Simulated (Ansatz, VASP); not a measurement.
# Al2Zn (Al-Zn-Al stack, (111) layers) in two plane-wave programs, part 2 of 2

Wanted: the spread between two codes on one cell, functional and k mesh. The cell is taken from a series of runs on this material, whose earlier steps may have relaxed, scaled, displaced or heated it; both programs get it as it stands.

VASP 6.6.1 and Ansatz 0.2.0.

So far: Set-up; VASP: zone-centre phonons, PBEsol.

**3. Ansatz: zone-centre phonons, PBEsol**

Level of this step: Ansatz beside VASP: Kohn-Sham DFT, plane waves, PBEsol (Ansatz).

Ansatz runs on its default PAW (the set named soft_2) files.

The same cell, functional, mesh and smearing now go to Ansatz, which takes its cutoff from its data sets.

Contents of input.yaml:

```yaml
crystal:
  lattice:
    - [2.7410718305, 0.0, 0.0]
    - [-1.3705359153, 2.3738378388, 0.0]
    - [0.0, 0.0, 32.8662397607]
  atoms:
    - { symbol: Al, position: [0.0, 0.0, 0.166292307] }
    - { symbol: Zn, position: [0.3333333333, 0.6666666667, 0.2363081404] }
    - { symbol: Al, position: [0.6666666667, 0.3333333333, 0.3063239739] }
  periodic: [true, true, false]
kpoints:
  mp_grid: { grid: [9, 9, 1] }
hamiltonian:
  xc: pbesol
scf:
  occupations: { method: methfessel_paxton, width: 0.2 }
output:
  eigenvalues: true
phonons:
  method: dfpt
  qmesh: [3, 3, 1]
  temperatures: { t_max: 1000, t_step: 50 }
  qpath:
    path:
      - [0.0, 0.0, 0.0]
      - [0.5, 0.0, 0.0]
      - [0.33333333, 0.33333333, 0.0]
      - [0.0, 0.0, 0.0]
    npoints: 10
  electrical_resistivity:
    mesh: [18, 18, 1]
    temperatures: [20.0, 50.0, 77.0, 100.0, 150.0, 200.0, 300.0, 400.0, 600.0, 800.0]
```

Command:

```sh
$ ansatz run input.yaml --threads 4 --pin off --max-ram 16384MiB --backend cpu --events-out ev --progress --plain --runs-dir out
```

Numbers of over 12 decimals in the logs are rounded to 6 here.

The log of the run:

```text
Warning: crystal.symmetry: narrowed to the stabiliser of the run's FFT grids — unitary ops 12 → 6. A phonons.method: dfpt run fills in the rows of the dynamical matrix that it does not solve by its symmetry operations, which is exact only for operations that map its FFT grids onto themselves: filled in by any other, the frequencies could depend on the order in which like atoms are typed, or, by more than the grids' own error, on where the crystal sits among the grids' points. Excluded: 6 operations. The run can therefore solve more perturbations, solve them on more k-points, or both, and cost more. [rest of the remark cut]
Engine: ansatz 0.2.0, aarch64-unknown-linux-gnu
Pseudopotentials: kind: paw
Pseudopotential: Al, paw, valence charge 3, recommended cutoff 420 eV (normal), Al.paw.azcp
Pseudopotential: Zn, paw, valence charge 12, recommended cutoff 420 eV (normal), Zn.paw.azcp
Functional definition: PBEsol
  exchange = pbesol_x
  correlation = pbesol_c
Crystal: 3 atoms, lattice volume = 213.856 Å³
Basis set: ecut = 420 eV, 4171 PW (Γ), exchange–correlation on 40×40×450 points (8 copies of the dense FFT grid, shifted against one another)
Bands: 13, of which v1, the nominal top of the filled ones, is band 9 counted from 1 (8 counted from 0)
Symmetry: 12 space group operations
k-points: 12 of 81 (irreducible under 6 space group operations, time reversal used)
Non-local potential: Al, projectors of the file, l = 0: 2, l = 1: 2, l = 2: 1
Non-local potential: Zn, projectors of the file, l = 0: 2, l = 1: 2, l = 2: 3, l = 3: 1
PAW form: soft (Blöchl's): semilocal exchange-correlation on the pseudo side does not see the compensation charge
PAW frozen core: Al, regenerated for the run's functional, and the local potential with it (the file was generated under x = pbe(κ = 0.804, μ = 0.219515), c = pbe(β = 0.066725))
PAW frozen core: Zn, regenerated for the run's functional, and the local potential with it (the file was generated under x = pbe(κ = 0.804, μ = 0.219515), c = pbe(β = 0.066725))
PAW one-centre angular grid: Al, 110 points (default); XC on 64 Gauss nodes
PAW one-centre angular grid: Zn, 590 points (default); XC on 64 Gauss nodes
Initial density: superposition of atomic densities (neutral atoms: chi_scale 0, normalization atom), corrected by the library's trained network
Initial wavefunctions: pseudopotential atomic-orbital guess
Functional: x = pbesol(κ = 0.804, μ = 0.123457), c = pbesol(β = 0.046)
SCF iter   1: F=—  HF=-4329.229141 eV  |F-HF|=—  |Δ(HF+E_count)|=         —  Δρ=2.75e-3  dr2=2.11e-1  ethr=1.77e-3  ⟨swp⟩=11.8  Hψ=1618  notcnv=0
preconditioner: auto → LDOS  [metal: Δε(μ)=0.064 eV  Ē_g=9.188 eV  σ=0.200 eV  W_gap=0.26  n_scr=18 (ndim 8)  ℏωp=10.8 eV  f_vac=0.711  D(μ)=1.23/eV (n_scr^D=10)  β→1.0]
SCF iter   2: F=—  HF=-4329.204022 eV  |F-HF|=—  |Δ(HF+E_count)|=   2.51e-2  S|Δr|=    0.00e0  Δρ=1.76e-3  dr2=2.19e-2  ethr=1.17e-3  ⟨swp⟩=1.9  Hψ=283  notcnv=0
[...]
k-point 2: bands = [... 5 lower, -11.2215, -11.0652, -8.7827, -5.6650, -2.0164, 0.2231 (0.2228°), 1.2742, 1.3600]
  k-point 11: bands = [... 5 lower, -5.8174, -5.4397, -5.4397, -5.3705, -3.9492, -3.9492, -1.3027, -1.2491]
  ° read free of the cell's end (the report's vacuum.weakly_bound_levels)
--- Phonons (Γ-DFPT): 6 representative perturbations + reference (Σ response iterations 27) ---
  ASR residual: 3.790e-5 → 0.000e0 eV/Å²; symmetrization residual: 1.627e-7 eV/Å²
  The last average, over the group as it would stand without the narrowing to the FFT grids, took up to 9.024e-7 eV/Å² of the zone centre's force constants
  ASR residual per site (eV/Å²): 3.47e-5 3.79e-5 2.56e-5
  Γ frequencies (cm⁻¹): 0.00 0.00 0.00 54.85 54.85 82.61 82.61 161.36 193.19
--- Phonons (arbitrary-q DFPT): 3 irreducible q on the 3×3×1 mesh ---
  q = [0.0000, 0.0000, 0.0000] (star 1, of the zone-centre solve; hermiticity 8.02e-8, symmetrization 1.04e-11, taken by the last average 2.22e-7): -0.00 -0.00 0.00 54.85 54.85 82.61 82.61 161.36 193.19
  q = [0.0000, 0.3333, 0.0000] (star 6, 9 solved perturbations on 45 of 81 k-point pairs; hermiticity 2.67e-8, symmetrization 2.36e-10, taken by the last average 1.51e-7): 65.68 86.34 104.48 151.56 168.23 175.74 190.31 295.99 301.84
  q = [0.3333, 0.3333, 0.0000] (star 2, 6 solved perturbations in 192 linear systems a pass and spin channel, the states on 45 of 81 k-point pairs; hermiticity 2.05e-8, symmetrization 3.25e-9, taken by the last average 1.46e-7): 106.42 106.42 121.91 168.91 168.91 273.33 273.33 278.46 313.85
  sum rule: each row above includes the acoustic sum rule's correction from the zone centre's row sums; it moved no ω² by more than (0.59 cm⁻¹)²
  mesh force constants: q→R imaginary residual 0.00e0; ASR residual 3.790e-5 → 0.000e0 eV/Å²; symmetrization residual 7.105e-15 eV/Å²
  interpolated dispersion: 31 rows × 9 modes
  density of states and harmonic sums: on the 27×27×1 q-mesh, interpolated from the force constants of a 3×3×1 supercell (no non-analytic term)
  largest difference from the sums on the solved wave vectors: F 7.09e-2 eV, S 9.93e-5 and C_V 2.84e-5 eV/K
[...]
at the Fermi level of each mesh (of a tensor half of its trace):
           mesh   spin    states/(eV spin)  plasma energy (eV)         λ      λ_tr    ħω_log (meV)
        18×18×1                     0.6177              4.7509    0.6538    0.5568          12.653
          9×9×1                     0.6507              4.3503    0.7326    0.6114          12.064
  resistivity on the deck's mesh, µΩ·cm:
     T (K)       trace/2  mesh converged            xx            yy            zz    lowest order   relaxation time
     20.00     2.3160e-1              no     2.3160e-1     2.3160e-1      0.0000e0       3.1860e-1         2.4401e-1
     50.00      2.0036e0              no      2.0036e0      2.0036e0      0.0000e0        2.2442e0          2.1193e0
     77.00      4.4628e0              no      4.4628e0      4.4628e0      0.0000e0        4.7757e0          4.8686e0
    100.00      6.8499e0              no      6.8499e0      6.8499e0      0.0000e0        7.1937e0          7.5893e0
    150.00      1.2340e1              no      1.2340e1      1.2340e1      0.0000e0        1.2749e1          1.3869e1
    200.00      1.7891e1              no      1.7891e1      1.7891e1      0.0000e0        1.8426e1          2.0199e1
    300.00      2.8850e1              no      2.8850e1      2.8850e1      0.0000e0        2.9695e1          3.2649e1
    400.00      3.9486e1              no      3.9486e1      3.9486e1      0.0000e0        4.0694e1          4.4712e1
    600.00      6.0203e1              no      6.0203e1      6.0203e1      0.0000e0        6.2186e1          6.8170e1
    800.00      8.0747e1              no      8.0747e1      8.0747e1      0.0000e0        8.3454e1          9.1378e1
  sheet resistance at 20 K: 0.7047 Ω
  mean free path at 20 K (of a tensor half of its trace): 1616 nm by what each carries, 1033 by the Fermi surface alone
  Hall coefficient in a weak field at 20 K (along the normal): -4.228e-10 m³/C (as a tensor it moves by 39.0 % between the two finest meshes); by each state's relaxation time: (none: it, or that of a finer mesh, parts from a neighbouring mesh's by over half of the finer one's); by a constant relaxation time: -3.884e-10 m³/C
  sheet resistance at 50 K: 6.096 Ω
  mean free path at 50 K (of a tensor half of its trace): 152 nm by what each carries, 119 by the Fermi surface alone
  Hall coefficient in a weak field at 50 K (along the normal): -3.893e-10 m³/C (as a tensor it moves by 29.8 % between the two finest meshes); by each state's relaxation time: -3.097e-10 m³/C; by a constant relaxation time: -3.895e-10 m³/C
  sheet resistance at 77 K: 13.58 Ω
  mean free path at 77 K (of a tensor half of its trace): 64.3 nm by what each carries, 53.6 by the Fermi surface alone
  Hall coefficient in a weak field at 77 K (along the normal): -3.878e-10 m³/C (as a tensor it moves by 22.4 % between the two finest meshes); by each state's relaxation time: -3.177e-10 m³/C; by a constant relaxation time: -3.894e-10 m³/C
  sheet resistance at 100 K: 20.84 Ω
  mean free path at 100 K (of a tensor half of its trace): 41.0 nm by what each carries, 34.9 by the Fermi surface alone
  Hall coefficient in a weak field at 100 K (along the normal): -3.867e-10 m³/C (as a tensor it moves by 19.6 % between the two finest meshes); by each state's relaxation time: -3.242e-10 m³/C; by a constant relaxation time: -3.886e-10 m³/C
  sheet resistance at 150 K: 37.55 Ω
  mean free path at 150 K (of a tensor half of its trace): 22.3 nm by what each carries, 19.4 by the Fermi surface alone
  Hall coefficient in a weak field at 150 K (along the normal): -3.829e-10 m³/C (as a tensor it moves by 17.3 % between the two finest meshes); by each state's relaxation time: -3.315e-10 m³/C; by a constant relaxation time: -3.852e-10 m³/C
  sheet resistance at 200 K: 54.44 Ω
  mean free path at 200 K (of a tensor half of its trace): 15.3 nm by what each carries, 13.4 by the Fermi surface alone
  Hall coefficient in a weak field at 200 K (along the normal): -3.791e-10 m³/C (as a tensor it moves by 16.8 % between the two finest meshes); by each state's relaxation time: -3.329e-10 m³/C; by a constant relaxation time: -3.795e-10 m³/C
  sheet resistance at 300 K: 87.78 Ω
  mean free path at 300 K (of a tensor half of its trace): 9.39 nm by what each carries, 8.29 by the Fermi surface alone
  Hall coefficient in a weak field at 300 K (along the normal): -3.694e-10 m³/C (as a tensor it moves by 16.6 % between the two finest meshes); by each state's relaxation time: -3.272e-10 m³/C; by a constant relaxation time: -3.631e-10 m³/C
  sheet resistance at 400 K: 120.1 Ω
  mean free path at 400 K (of a tensor half of its trace): 6.81 nm by what each carries, 6.06 by the Fermi surface alone
  Hall coefficient in a weak field at 400 K (along the normal): -3.574e-10 m³/C (as a tensor it moves by 16.0 % between the two finest meshes); by each state's relaxation time: -3.159e-10 m³/C; by a constant relaxation time: -3.430e-10 m³/C
  sheet resistance at 600 K: 183.2 Ω
  mean free path at 600 K (of a tensor half of its trace): 4.42 nm by what each carries, 3.97 by the Fermi surface alone
  Hall coefficient in a weak field at 600 K (along the normal): -3.333e-10 m³/C (as a tensor it moves by 14.6 % between the two finest meshes); by each state's relaxation time: -2.911e-10 m³/C; by a constant relaxation time: -3.015e-10 m³/C
  sheet resistance at 800 K: 245.7 Ω
  mean free path at 800 K (of a tensor half of its trace): 3.28 nm by what each carries, 2.96 by the Fermi surface alone
  Hall coefficient in a weak field at 800 K (along the normal): -3.091e-10 m³/C (as a tensor it moves by 13.2 % between the two finest meshes); by each state's relaxation time: -2.649e-10 m³/C; by a constant relaxation time: -2.639e-10 m³/C
  the resistivity times a path that all electrons share, by the Fermi surface of the deck's mesh alone (half of the trace): 2.393e-15 Ω·m²
  not converged in the mesh (λ; λ_tr; the resistivity at 20 K by 4.02 %; the resistivity at 50 K by 20.05 %; the resistivity at 77 K by 24.92 %; the resistivity at 100 K by 26.81 %; the resistivity at 150 K by 28.29 %; the resistivity at 200 K by 28.43 %; the resistivity at 300 K by 27.97 %; the resistivity at 400 K by 27.67 %; the resistivity at 600 K by 26.36 %; the resistivity at 800 K by 23.98 %): between neighbo [...]
  vibrations of 9 cells: unjudged by the run; compare a larger repeat
  the changes of the potential over all sites missed a rigid shift's by 0.30 % (the site terms' by 0.01 %)
```

**4. Comparison**

Known differences besides the potentials themselves: Ansatz cuts the interaction across the vacuum, VASP repeats the sheet without a dipole correction; VASP's run holds the zone centre alone; the cutoff is 420 eV in Ansatz and 500 eV in VASP; Ansatz makes its cores anew for this functional, VASP keeps those of its PBE data sets. Total energies have different zeros and are not compared.

Compared:

```tsv
quantity	Ansatz	VASP	difference
optical mode 1 to 2 (cm⁻¹)	54.9	55.1	-0.37 %
optical mode 3 to 4 (cm⁻¹)	82.6	82.4	+0.31 %
optical mode 5 (cm⁻¹)	161.4	161.8	-0.30 %
optical mode 6 (cm⁻¹)	193.2	195.1	-0.96 %
```

Modes are paired by rising frequency, not by their patterns, so a pair may set unlike modes beside each other; they are those without the splitting of longitudinal modes. Where the cell holds vacuum, a pressure given here is an average over it and none of the material.

**5. Results**

* r.m.s. difference of the optical zone-centre modes, each program's sorted by frequency (zone-centre phonons, PBEsol): 0.81 cm⁻¹
* difference in optical mode 6 (zone-centre phonons, PBEsol): -1.0 %

What this shows: The r.m.s. difference of the optical zone-centre modes, each program's sorted by frequency is 0.81 cm⁻¹ (zone-centre phonons, PBEsol). Among the rows given in per cent, the largest difference of the zone-centre phonons, PBEsol pair is in optical mode 6, -1.0 %. How closely two codes agree says nothing of how well the functional describes the real material.

[Lines on the potential files, build, host, timing and source positions are cut from VASP's logs without a mark.]

[Logs are printed without paths, hosts, clocks, repeated set-up lines and the standing remarks that a program may print on its own settings, such as how far it seeks lower states.]

[Hosts, paths, dates, database ids (printed as entryN), source tags and the programs' standing remarks are cut or masked in the printed files.]
